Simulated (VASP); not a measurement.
AlN:

```
CELL_PARAMETERS angstrom
3.11300 0.00000 0.00000
-1.55650 2.69594 0.00000
0.00000 0.00000 4.98100
ATOMIC_POSITIONS crystal
Al 0.33333 0.66667 0.00000
Al 0.66667 0.33333 0.50000
N 0.33333 0.66667 0.38000
N 0.66667 0.33333 0.88000
```

* Program: VASP 6.6.1
* Task: relaxation of cell and atoms
* Functional: LDA
* Potentials or basis: VASP PAW LDA potentials, release 64 (Al, N)
* Cutoff: 520 eV
* k mesh: 12 × 12 × 6
* Occupations: gaussian, width 0.02 eV
* Spin: no spin polarisation

At the start: pressure -4.1 GPa; volume 10.45 Å³/atom.

Q: How do energy, volume and symmetry change on relaxing?

A: Over 8 steps the energy falls by 3.0 meV/atom and the volume is 10.24 Å³/atom (-2.0 %); space group P6_3mc (No. 186, to 0.05 Å).

Step by step:
```tsv
step	energy change (eV)	largest force (eV/Å)	pressure (GPa)	volume (Å³)
1	0.0000	0.1193	-4.09	41.80
2	-0.0010	0.0856	4.16	40.21
3	-0.0119	0.0192	-0.02	40.98
4	-0.0119	0.0172	0.07	40.96
5	-0.0120	0.0113	0.09	40.95
6	-0.0121	0.0057	0.10	40.95
7	-0.0121	0.0071	-0.11	40.99
8	-0.0121	0.0003	0.00	40.97
```

Final structure:
```
Al N
1.0
     3.09182    0.00000    0.00000
    -1.54591    2.67759    0.00000
     0.00000    0.00000    4.94843
Al N
2 2
Direct
  0.33333 0.66667 0.99902
  0.66667 0.33333 0.49902
  0.33333 0.66667 0.38098
  0.66667 0.33333 0.88098
```
